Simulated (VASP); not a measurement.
Energy against volume of InP (zinc blende). Calculation: optB88-vdW, VASP's PBE PAW potentials (set 64) (plane waves; VASP). Numerical set-up: 520 eV cut-off, 8×8×8 Γ-centred mesh, Gaussian smearing of 0.050 eV, potentials In_d P.

| V (Å³/atom) | E (eV/atom) |
|---|---|
| 24.771 | -1.86070 |
| 25.561 | -1.87633 |
| 26.352 | -1.88135 |
| 27.142 | -1.87742 |

Question: Fit these four points and predict the energy of the run at 27.933 Å³/atom.

Answer: A cubic in V^(−2/3), the third-order Birch-Murnaghan form, passes through the four points with V0 = 26.38 Å³/atom and B0 = 60 GPa, and gives -1.8659 eV/atom there. The run gave -1.8660 eV/atom, -0.1 meV/atom from the fit; all five points give B0 = 60 GPa.

The compound is InP in the zinc blende structure. It was relaxed first.
